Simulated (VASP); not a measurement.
Mg2CdO3:

```
Mg Cd O
1.0
    -1.62458    2.29933    4.87894
     1.62458   -2.29933    4.87894
     1.62458    2.29933   -4.87894
Mg Cd O
2 1 3
Cartesian
  0.0000 0.0000 6.5056
  0.0000 0.0000 3.2523
  0.0000 0.0000 0.0000
  0.0000 2.2993 3.2523
  1.6246 0.0000 1.6266
  0.0000 2.2993 0.0000
```

The cell was built by a generator and needn't be a form met in nature.

```yaml
Program: VASP 6.6.1
Task: relaxation of cell and atoms
Functional: PBE
Potentials_or_basis: VASP PAW PBE potentials, release 64 (Mg, Cd, O)
Cutoff: 520 eV
k_mesh: 5 × 5 × 5
Occupations: gaussian, width 0.15 eV
Spin: no spin polarisation
```

At the start: pressure -8.5 GPa; volume 12.15 Å³/atom.

Problem. How do energy, volume and symmetry change on relaxing?

Solution. Over 7 steps the energy falls by 92.8 meV/atom and the volume is 11.11 Å³/atom (-8.5 %); space group Immm (No. 71, to 0.05 Å).

The path:
| step | energy change (eV) | largest force (eV/Å) | pressure (GPa) | volume (Å³) |
| --- | --- | --- | --- | --- |
| 1 | 0.0000 | 1.7744 | -8.50 | 72.90 |
| 2 | -0.4167 | 1.2616 | 1.24 | 66.31 |
| 3 | -0.4307 | 1.0170 | 6.45 | 64.19 |
| 4 | -0.4342 | 1.0943 | 5.11 | 64.80 |
| 5 | -0.5505 | 0.1164 | 0.93 | 65.94 |
| 6 | -0.5504 | 0.1165 | 1.15 | 65.94 |
| 7 | -0.5566 | 0.0511 | -0.49 | 66.67 |

Final structure:
```
Mg Cd O
1.0
    -1.56432    2.24646    4.74308
     1.56432   -2.24646    4.74308
     1.56432    2.24646   -4.74308
Mg Cd O
2 1 3
Direct
  0.66838 0.66838 0.00000
  0.33162 0.33162 0.00000
  0.00000 0.00000 0.00000
  0.81397 0.31397 0.50000
  0.18603 0.68603 0.50000
  0.50000 0.00000 0.50000
```

Caveat: the k mesh is coarse (spacing up to 0.47 Å⁻¹), so the values aren't converged.
